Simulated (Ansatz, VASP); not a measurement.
# Cross-check of C between VASP and Ansatz

One calculation is typed for both programs; each brings its own data sets. How far apart do they land? Of the first pair: The structure shown is frame 65 of Ansatz's trajectory.

Calculated with Ansatz 0.2.0; plane waves, with VASP 6.6.1 beside it; single point at RPBE.

### Step 1. Starting point

The cell holds 100 atoms: 100 C. Cell: a = 10.470 Å, b = 10.470 Å, c = 10.470 Å, α = 90.0°, β = 90.0°, γ = 90.0°. As first built, before any earlier steps moved the atoms (in the runner's words): 100 atoms (100 C) placed at random at 1.74 g/cm^3, melted at 5500 K for 10 ps at fixed volume with the LCBOP (Los and Fasolino, Phys. Rev. B 68, 024107 (2003)). Quenched from 5500 K to 300 K at 100 K/ps and fixed volume, held 5 ps.

### Step 2. Ansatz: dynamics, RPBE

Ansatz runs on its default PAW (the set named soft_2) files.

One frame of this run of dynamics is then solved in both programs, so the motion causes no difference.

File input.yaml:

```yaml
crystal:
  lattice:
    - [10.4695, 0.0, 0.0]
    - [0.0, 10.4695, 0.0]
    - [0.0, 0.0, 10.4695]
  atoms:
    - { symbol: C, position: [0.72688, 0.10834, 0.46692] }
    - { symbol: C, position: [0.49245, 0.51328, 0.20181] }
    - { symbol: C, position: [0.5828, 0.62756, 0.89728] }
    - { symbol: C, position: [0.9649, 0.01295, 0.48] }
    - { symbol: C, position: [0.14983, 0.01582, 0.28563] }
    - { symbol: C, position: [0.94179, 0.38805, 0.45855] }
    - { symbol: C, position: [0.6352, 0.7399, 0.8358] }
    - { symbol: C, position: [0.21187, 0.73784, 0.65302] }
    - { symbol: C, position: [0.38372, 0.12124, 0.70647] }
    - { symbol: C, position: [0.98894, 0.84202, 0.83654] }
    - { symbol: C, position: [0.22101, 0.37096, 0.20205] }
    - { symbol: C, position: [0.24989, 0.47048, 0.54748] }
    - { symbol: C, position: [0.20174, 0.7796, 0.41009] }
    - { symbol: C, position: [0.9164, 0.6991, 0.49072] }
    - { symbol: C, position: [0.64765, 0.24545, 0.6539] }
    - { symbol: C, position: [0.26462, 0.81419, 0.54112] }
    - { symbol: C, position: [0.44238, 0.63153, 0.91429] }
    - { symbol: C, position: [0.11325, 0.30418, 0.79532] }
    - { symbol: C, position: [0.32461, 0.5765, 0.3564] }
    - { symbol: C, position: [0.12626, 0.99557, 0.1422] }
    - { symbol: C, position: [0.16602, 0.10355, 0.06802] }
    - { symbol: C, position: [0.6615, 0.2221, 0.51975] }
    - { symbol: C, position: [0.36721, 0.00903, 0.43367] }
    - { symbol: C, position: [0.60165, 0.41001, 0.37083] }
    - { symbol: C, position: [0.1076, 0.32471, 0.12845] }
    - { symbol: C, position: [0.73307, 0.55953, 0.57242] }
    - { symbol: C, position: [0.93434, 0.36868, 0.95218] }
    - { symbol: C, position: [0.83452, 0.58412, 0.47874] }
    - { symbol: C, position: [0.3939, 0.50046, 0.10394] }
    - { symbol: C, position: [0.57046, 0.78616, 0.71694] }
[... 64 atom lines left out ...]
    - { symbol: C, position: [0.25599, 0.7253, 0.79] }
    - { symbol: C, position: [0.10618, 0.6552, 0.6241] }
    - { symbol: C, position: [0.80146, 0.33487, 0.94856] }
    - { symbol: C, position: [0.62831, 0.032, 0.75548] }
    - { symbol: C, position: [0.54992, 0.53003, 0.42772] }
    - { symbol: C, position: [0.25702, 0.30576, 0.83622] }
kpoints:
  mp_grid: { grid: [1, 1, 1] }
hamiltonian:
  xc: rpbe
scf:
  occupations: { method: fermi_dirac, width: 0.05 }
output:
  forces: true
  stress: true
md:
  timestep: 1.0
  n_steps: 196
  ensemble: nve
  temperature: 300
  initial_velocities: maxwell_boltzmann
  seed: 3486
```

Launch:

```console
> ansatz run input.yaml --threads 4 --pin off --max-ram 8192MiB --backend cpu --events-out ev --progress --plain --runs-dir out
```

Numbers of over 12 decimals in the logs are rounded to 6 here.

The program printed:

```text
Warning: md: disabling space-group detection — thermal motion breaks the input geometry's symmetry, so no spatial operation reduces the k-mesh or symmetrises the density; time reversal is kept, so that k and −k are solved as one point where they differ and the mesh holds both, and exact exchange and, on two spinor components, a DFT+U term hold to it where the run has them: on two components no moment then forms, and  [...]
Warning: output.stress: scf.convergence.dr2_threshold = 1e-7 eV (the SCF's general default) is looser than the 1e-8 eV advised for a printed stress (1e-10 eV for each atom of the cell: 100). What an SCF threshold leaves in a stress goes as its square root, and in the free energy as the threshold itself, and one threshold admits the most on a small cell: [figures from the program's tests cut] Set scf.convergence.dr2_threshold to 1e-8 eV or tighter. The threshold is an SCF's pass mark: one that does not reach it within its budget of iterations ends unconverged, or closes short of it on a stop that the run arms, and scf.convergence.dr2_threshold's page says what that costs each kind of run
Engine: ansatz 0.2.0, aarch64-unknown-linux-gnu
Pseudopotentials: kind: paw
Pseudopotential: C, paw, valence charge 4, recommended cutoff 420 eV (normal), C.paw.azcp
Functional definition: RPBE
  parameter kappa = 0.804
  parameter beta = 0.066725
  exchange = rpbe_x(kappa = kappa, mu = beta*pi^2/3)
  correlation = pbe_c(beta = beta)
Crystal: 100 atoms, lattice volume = 1147.566 Å³
Basis set: ecut = 420 eV, 22575 PW (Γ), exchange–correlation on 144×144×144 points (8 copies of the dense FFT grid, shifted against one another)
Bands: 300, of which v1, the nominal top of the filled ones, is band 200 counted from 1 (199 counted from 0)
Symmetry: 1 space group operations
k-points: 1
Non-local potential: C, projectors of the file, l = 0: 2, l = 1: 2, l = 2: 1
PAW form: soft (Blöchl's): semilocal exchange-correlation on the pseudo side does not see the compensation charge
PAW frozen core: C, regenerated for the run's functional, and the local potential with it (the file was generated under x = pbe(κ = 0.804, μ = 0.219515), c = pbe(β = 0.066725))
PAW one-centre angular grid: C, 110 points (default); XC on 64 Gauss nodes
Initial density: superposition of atomic densities (neutral atoms: chi_scale 0, normalization atom), corrected by the library's trained network
Initial wavefunctions: pseudopotential atomic-orbital guess
Functional: x = rpbe, c = pbe(β = 0.066725)
SCF iter   1: F=—  HF=-25120.555901 eV  |F-HF|=—  |Δ(HF+E_count)|=         —  Δρ=1.45e-2  dr2=5.53e0  ethr=1.77e-3  ⟨swp⟩=5.0  Hψ=1201  notcnv=0  defer=75
preconditioner: auto → LDOS  [insulator: Δε(μ)=0.135 eV  Ē_g=13.197 eV  σ=0.050 eV  W_gap=0.59  n_scr=250 (ndim 8)  ℏωp=21.9 eV  f_vac=0.166  D(μ)=20.13/eV (n_scr^D=92)  ε∞_Penn≈3.8  β→1.0]
SCF iter   2: F=—  HF=-25120.168697 eV  |F-HF|=—  |Δ(HF+E_count)|=   3.87e-1  Δρ=7.53e-3  dr2=1.45e0  ethr=1.38e-3  ⟨swp⟩=3.0  Hψ=514  notcnv=0  defer=75
SCF iter   3: F=—  HF=-25120.025888 eV  |F-HF|=—  |Δ(HF+E_count)|=   1.43e-1  Δρ=2.92e-3  dr2=1.79e-1  ethr=3.62e-4  ⟨swp⟩=2.0  Hψ=362  notcnv=0  defer=75
SCF iter   4: F=—  HF=-25120.010814 eV  |F-HF|=—  |Δ(HF+E_count)|=   1.51e-2  Δρ=1.26e-3  dr2=2.93e-2  ethr=4.48e-5  ⟨swp⟩=2.0  Hψ=419  notcnv=0  defer=75
SCF iter   5: F=—  HF=-25120.008689 eV  |F-HF|=—  |Δ(HF+E_count)|=   2.12e-3  Δρ=5.63e-4  dr2=5.49e-3  ethr=7.32e-6  ⟨swp⟩=2.0  Hψ=379  notcnv=0  defer=75
SCF iter   6: F=—  HF=-25120.008649 eV  |F-HF|=—  |Δ(HF+E_count)|=   4.06e-5  Δρ=3.08e-4  dr2=1.78e-3  ethr=1.37e-6  ⟨swp⟩=2.0  Hψ=332  notcnv=0  defer=75
SCF iter   7: F=—  HF=-25120.008567 eV  |F-HF|=—  |Δ(HF+E_count)|=   8.21e-5  Δρ=1.61e-4  dr2=4.90e-4  ethr=4.45e-7  ⟨swp⟩=2.0  Hψ=374  notcnv=0  defer=75
SCF iter   8: F=—  HF=-25120.008535 eV  |F-HF|=—  |Δ(HF+E_count)|=   3.20e-5  Δρ=6.89e-5  dr2=8.70e-5  ethr=1.22e-7  ⟨swp⟩=3.0  Hψ=415  notcnv=0  defer=75
SCF iter   9: F=—  HF=-25120.009802 eV  |F-HF|=—  |Δ(HF+E_count)|=   1.27e-3  Δρ=3.19e-5  dr2=1.69e-5  ethr=2.18e-8  ⟨swp⟩=2.0  Hψ=301  notcnv=0  defer=75
SCF iter  10: F=—  HF=-25120.009801 eV  |F-HF|=—  |Δ(HF+E_count)|=   4.74e-7  Δρ=1.47e-5  dr2=3.66e-6  ethr=4.24e-9  ⟨swp⟩=2.0  Hψ=339  notcnv=0  defer=75
[...]
preconditioner: auto → LDOS  [metal: Δε(μ)=0.085 eV  Ē_g=13.255 eV  σ=0.050 eV  W_gap=0.39  n_scr=250 (ndim 8)  ℏωp=21.9 eV  f_vac=0.180  D(μ)=23.44/eV (n_scr^D=146)  β→1.0]
SCF iter   2: F=—  HF=-25127.032604 eV  |F-HF|=—  |Δ(HF+E_count)|=   2.80e-2  Δρ=2.73e-3  dr2=1.30e-1  ethr=6.06e-5  ⟨swp⟩=2.0  Hψ=537  notcnv=0  defer=82
SCF iter   3: F=—  HF=-25127.005212 eV  |F-HF|=—  |Δ(HF+E_count)|=   2.74e-2  Δρ=8.20e-4  dr2=1.17e-2  ethr=3.25e-5  ⟨swp⟩=2.0  Hψ=392  notcnv=0  defer=82
SCF iter   4: F=—  HF=-25127.003455 eV  |F-HF|=—  |Δ(HF+E_count)|=   1.76e-3  Δρ=2.92e-4  dr2=1.59e-3  ethr=2.92e-6  ⟨swp⟩=2.0  Hψ=399  notcnv=0  defer=82
SCF iter   5: F=—  HF=-25127.003387 eV  |F-HF|=—  |Δ(HF+E_count)|=   6.90e-5  Δρ=1.46e-4  dr2=4.13e-4  ethr=3.98e-7  ⟨swp⟩=2.0  Hψ=352  notcnv=0  defer=82
SCF iter   6: F=—  HF=-25127.003339 eV  |F-HF|=—  |Δ(HF+E_count)|=   4.75e-5  Δρ=7.17e-5  dr2=8.83e-5  ethr=1.03e-7  ⟨swp⟩=2.0  Hψ=383  notcnv=0  defer=82
SCF iter   7: F=—  HF=-25127.004627 eV  |F-HF|=—  |Δ(HF+E_count)|=   1.29e-3  Δρ=2.99e-5  dr2=1.38e-5  ethr=2.21e-8  ⟨swp⟩=2.0  Hψ=320  notcnv=0  defer=82
SCF iter   8: F=—  HF=-25127.004627 eV  |F-HF|=—  |Δ(HF+E_count)|=   3.82e-7  Δρ=1.56e-5  dr2=4.31e-6  ethr=3.45e-9  ⟨swp⟩=3.0  Hψ=543  notcnv=0  defer=19
SCF iter   9: F=—  HF=-25127.004627 eV  |F-HF|=—  |Δ(HF+E_count)|=   8.06e-8  Δρ=8.26e-6  dr2=1.13e-6  ethr=1.08e-9  ⟨swp⟩=2.0  Hψ=263  notcnv=0  defer=19
SCF iter  10: F=—  HF=-25127.004627 eV  |F-HF|=—  |Δ(HF+E_count)|=   2.73e-9  Δρ=4.21e-6  dr2=3.20e-7  ethr=2.82e-10  ⟨swp⟩=2.0  Hψ=366  notcnv=0  defer=19
SCF iter  11: F=-25127.004627 eV  HF=-25127.004627 eV  |F-HF|=5.86e-8  |Δ(HF+E_count)|=   2.35e-8  Δρ=2.11e-6  dr2=8.09e-8  ethr=2.50e-11  ⟨swp⟩=4.0  Hψ=846  notcnv=0
SCF 197 converged in 11 iterations: F = -25127.004627 eV  dr2 = 8.09e-8
  greatest PAW one-centre occupation: 0.722 electrons in one spin orbital (limit 2), on the C atom at site 41 (counted from 0), in its partial waves of l = 0
md step   196: t =   196.00 fs  T =   844.2 K  F+E_penalty+E_count = -25127.00462662 eV  E_kin = 10.803603 eV  conserved = -25116.20102383 eV  P_inst = -10.4506 GPa  (11 SCF iters)
SCF converged after 11 iterations
Free energy (F): -25127.004627 eV
Harris-Foulkes:  -25127.004627 eV  (|F-HF|=5.86e-8)
Internal energy: -25126.824400 eV  (E = F + TS)
E sigma→0 (E₀):  -25126.914513 eV
Entropy (-TS):   -0.180227 eV (-1.802 meV/atom)
Fermi energy:    4.369167 eV
--- Per-component energies (eV) ---
  E_band       = -1649.569034
  E_kinetic    = 8751.229499
  E_local      = -23607.354109  (includes V_loc(G=0)·N_el)
  E_nonlocal   = 2622.435121
  E_hartree    = 8496.356350
  E_xc         = -4712.488218
  E_vxc        = -5815.880278  (∫ρ·V_xc dr)
  E_paw        = -10011.721118  (= ΣΔE_a)
  E_vpaw       = -592.715024  (= ΣTr[D̂ρ^β])
  E_aug_tail   = 0.000690  (compensation charges beyond the density's cutoff)
  E_ewald      = -6663.801173
  E_core_change = -1.481442  (= ΣΔE_core)
  E_smearing   = -0.180227  (= −TS)
  E_closure    = 0.000000  (closes the sum)
  Σ components = -25127.004627   (vs F -25127.004627, Δ=0.00e0)
--- Forces (eV/Å), atoms counted from 1 ---
  atom   1  C     -1.90146117    -0.07037916     1.11663814
  atom   2  C      0.92227357    -0.89842793     0.52548368
  atom   3  C     -0.91156704     2.21944241    -1.27183686
  atom   4  C     -0.03007444    -0.86469632     2.20277339
  atom   5  C      0.17638771     0.36985049     0.12387613
  atom   6  C      0.50604383    -2.72224177     0.29415760
  atom   7  C     -1.52215031     1.81397697    -0.88967259
  atom   8  C     -0.95288599     0.36898752     0.29011770
  atom   9  C     -0.34283012    -0.93599989    -0.80602569
  atom  10  C      0.64186426    -0.30723413     0.19475492
  atom  11  C     -2.11242461     0.15079838     1.25997099
  atom  12  C      0.06275681    -1.02153614     0.44304513
  atom  13  C      0.17470400    -2.01723533    -1.57098637
  atom  14  C      1.86878351    -0.63845214    -0.08366983
  atom  15  C      1.10846390     0.02701879     0.41190885
  atom  16  C      0.35063483    -1.43471495     0.80187608
  atom  17  C     -1.01110022     0.99739325     0.48554556
  atom  18  C      2.11506715     0.45979916     0.65518443
  atom  19  C      2.88211769    -3.42313873    -0.02447027
  atom  20  C      0.71437604     1.96675916    -0.28001606
  atom  21  C     -0.12106211    -2.19961635     0.79970702
  atom  22  C      1.86688039    -0.36814595    -2.28803029
  atom  23  C      0.56837879    -0.41176904     1.44713009
  atom  24  C      0.30288274     0.03675497     1.29176680
[...]
atom  93  C     -1.08886497     2.19330587    -0.13880918
  atom  94  C      1.15539185    -0.17297449    -2.95241093
  atom  95  C     -0.23480010     0.62441111     0.77842029
  atom  96  C      0.13243338    -2.15655930    -0.73117925
  atom  97  C      0.93930471    -0.94766637     0.27314655
  atom  98  C     -0.90361929    -1.74386844     0.07916402
  atom  99  C      0.79130255    -2.13240413    -2.61883595
  atom 100  C      0.72711096     0.96558617    -0.07328990
  max |Σ_I F_I| component: 2.30e-5 eV/Å
--- Stress (GPa, compression-positive) ---
      -12.184659      -2.685895      -3.444773
       -2.685895     -10.519642       0.858744
       -3.444774       0.858744     -11.694548
  P = ⅓ Tr σ = -11.4663 GPa (-114.663 kbar)
--- MD trajectory: 196 steps, t = 0.0 → 196.0 fs ---
  final state: T = 844.2 K   F+E_penalty+E_count = -25127.00462662 eV   E_kin = 10.803603 eV
  conserved energy: peak-to-peak 4.684e-2 eV (4.684e-4 eV/atom) over 196.0 fs
```

In the SCF lines HF is the Harris–Foulkes energy and dr2 the Hartree energy of the density residual, in eV; the loop may stop once dr2 is under the threshold and the program's other checks hold. Hψ counts applications of the Hamiltonian.

### Step 3. VASP: single point, RPBE, pair 1

The same cell, functional, mesh and smearing now go to VASP, with its own data sets.

Lines of VASP's logs that name or quote its potential files are left out, and so is its time.

File INCAR:

```
SYSTEM = C
PREC = Accurate
ENCUT = 520
EDIFF = 1E-06
NELM = 120
ISMEAR = -1
SIGMA = 0.05
LREAL = Auto
ALGO = Normal
GGA = RP
NBANDS = 272
LORBIT = 11
LWAVE = .FALSE.
LCHARG = .FALSE.
ISIF = 2
LASPH = .TRUE.
GGA_COMPAT = .FALSE.
NCORE = 2
```

File POSCAR:

```
C
1.0
   10.4695000000      0.0000000000      0.0000000000
    0.0000000000     10.4695000000      0.0000000000
    0.0000000000      0.0000000000     10.4695000000
C
100
Direct
    0.7113329194      0.1101676298      0.5013993027
    0.4826304981      0.4911122785      0.2276039925
    0.5945365108      0.6416161230      0.9021729787
    0.9440565452      0.0140885429      0.4682745117
    0.1590524858      0.0288743493      0.2954773389
    0.9247624051      0.3682315297      0.4404699365
    0.6501074550      0.7554611013      0.8340226372
    0.2251970008      0.7489373896      0.6522947610
    0.3969626057      0.1203113807      0.6837575815
    0.9796074311      0.8648455036      0.8320263623
    0.2641004824      0.3890634701      0.1614117198
    0.2608051960      0.4835665505      0.5330818091
    0.2078991356      0.7765222790      0.4136682745
    0.9272553608      0.6880080233      0.4942738431
    0.6202683987      0.2416543292      0.6796886193
    0.2776923444      0.8173742777      0.5420602703
    0.4527818903      0.6520846268      0.9222407947
    0.1121161469      0.2870146616      0.7663880797
    0.3084961077      0.5622331534      0.3944696499
    0.1189264053      0.0131715937      0.1398156550
    0.1457089641      0.1196905296      0.0755432447
    0.6423897989      0.2270691055      0.5513539329
    0.3896556665      0.0014709394      0.4173265199
    0.6642342041      0.4347963131      0.3732938536
    0.1387363293      0.3527580114      0.0840154735
    0.7551076938      0.5466545680      0.6047948804
    0.9311141888      0.3483929510      0.9462725059
    0.8567553369      0.5621376379      0.5028224844
    0.3891589856      0.4856487893      0.1075791585
    0.5663021157      0.7859878695      0.7290223984
[... 64 atom lines left out ...]
    0.2669277425      0.7550981422      0.7949758823
    0.1056688476      0.6620564497      0.6253498257
    0.7962462391      0.3195663594      0.9532355891
    0.6495534648      0.9983189264      0.7778308420
    0.5668656574      0.5339892067      0.4399254979
    0.2424471083      0.2774249009      0.8118152729
```

File KPOINTS:

```
Automatic mesh
0
Gamma
1 1 1
0 0 0
```

PAW data sets: C (PBE family, release 64).

Launch:

```console
> mpirun -np 8 vasp_gam
```

The program printed:

```text
[banner, memory and clock lines left out]
running    8 mpi-ranks, on    1 nodes
[...]
|                                                                             |
|               ----> ADVICE to this user running VASP <----                  |
|                                                                             |
|     You enforced a specific xc type in the INCAR file but a different       |
|     [... a line on the potential file left out ...]
|     I HOPE YOU KNOW WHAT YOU ARE DOING!                                     |
|                                                                             |

 LDA part: xc-table for (Slater+PW92), standard interpolation
 POSCAR, INCAR and KPOINTS ok, starting setup
[...]
entering main loop
       N       E                     dE             d eps       ncg     rms          rms(c)
DAV:   1     0.285450683560E+04    0.28545E+04   -0.22262E+05   552   0.142E+03
DAV:   2    -0.513882816367E+03   -0.33684E+04   -0.31854E+04   680   0.320E+02
DAV:   3    -0.809250394214E+03   -0.29537E+03   -0.28645E+03   664   0.934E+01
DAV:   4    -0.819535907328E+03   -0.10286E+02   -0.10181E+02   688   0.185E+01
[...]
DAV:  21    -0.781863681808E+03    0.78954E-05   -0.54793E-06   512   0.423E-03    0.197E-03
DAV:  22    -0.781863680411E+03    0.13965E-05   -0.13958E-06   464   0.240E-03    0.122E-03
DAV:  23    -0.781863680381E+03    0.30472E-07   -0.25933E-07   384   0.108E-03
   1 F= -.78186368E+03 E0= -.78176679E+03  d E =-.193786E+00
```

Parts of OUTCAR (step 3):

```text
  FREE ENERGIE OF THE ION-ELECTRON SYSTEM (eV)
  ---------------------------------------------------
  free  energy   TOTEN  =      -781.8636803809 eV

  energy  without entropy=     -781.6698946089  energy(sigma->0) =     -781.76678749
```

The run ends at a pressure of -15.99 GPa, with forces up to 7.0 eV/Å.

### Step 4. Comparison

Known differences besides the potentials themselves: the cutoff is 420 eV in Ansatz and 520 eV in VASP (PREC = Accurate, projectors in real space); Ansatz makes its cores anew for this functional, VASP keeps those of its PBE data sets. Total energies have different zeros and are not compared.

Forces on 10 of the 100 atoms, those with the largest forces and the largest differences (eV/Å; atoms numbered as in POSCAR):

```tsv
atom	Ansatz x, y, z	VASP x, y, z
C24	-3.819, -1.368, -0.079	-3.812, -1.378, -0.060
C31	2.323, 0.528, -1.019	2.380, 0.557, -1.002
C35	1.564, 3.631, -0.539	1.568, 3.640, -0.538
C39	-4.418, 3.724, 4.050	-4.413, 3.721, 4.046
C57	0.743, -3.162, -2.857	0.740, -3.182, -2.842
C58	1.846, -2.487, -2.758	1.854, -2.485, -2.753
C76	2.079, 1.582, 1.045	2.130, 1.611, 1.066
C83	3.814, 0.365, 0.610	3.837, 0.353, 0.622
C88	-1.506, -0.795, 0.338	-1.567, -0.812, 0.351
C91	-0.504, -5.757, -1.015	-0.510, -5.766, -1.009
```

The forces differ by 20 meV/Å r.m.s., which is 1.4 % of the r.m.s. force of 1.360 eV/Å (both taken over all components).

### Step 5. Ansatz: dynamics, RPBE

One frame of this run of dynamics is then solved in both programs, so the motion causes no difference.

The structure compared here is frame 131 of Ansatz's trajectory.

input.yaml is that of step 2.

Launch:

```console
> ansatz run input.yaml --threads 4 --pin off --max-ram 8192MiB --backend cpu --events-out ev --progress --plain --runs-dir out
```

The program printed:

```text
[...]
Crystal: 100 atoms, lattice volume = 1147.566 Å³
Basis set: ecut = 420 eV, 22575 PW (Γ), exchange–correlation on 144×144×144 points (8 copies of the dense FFT grid, shifted against one another)
Bands: 300, of which v1, the nominal top of the filled ones, is band 200 counted from 1 (199 counted from 0)
Symmetry: 1 space group operations
k-points: 1
[...]
atom 100  C      0.72711096     0.96558617    -0.07328990
  max |Σ_I F_I| component: 2.30e-5 eV/Å
--- Stress (GPa, compression-positive) ---
      -12.184659      -2.685895      -3.444773
       -2.685895     -10.519642       0.858744
       -3.444774       0.858744     -11.694548
  P = ⅓ Tr σ = -11.4663 GPa (-114.663 kbar)
--- MD trajectory: 196 steps, t = 0.0 → 196.0 fs ---
[...]
conserved energy: peak-to-peak 4.684e-2 eV (4.684e-4 eV/atom) over 196.0 fs
[key lines of the parts left out:]
SCF converged after 11 iterations
Free energy (F): -25127.004627 eV
Fermi energy:    4.369167 eV
```

[end of part 1 of 2]

[Lines on the potential files, build, host, timing and source positions are cut from VASP's logs without a mark.]

[Logs are printed without paths, hosts, clocks, repeated set-up lines and the standing remarks that a program may print on its own settings, such as how far it seeks lower states.]

[Hosts, paths, dates, database ids (printed as entryN), source tags and the programs' standing remarks are cut or masked in the printed files.]
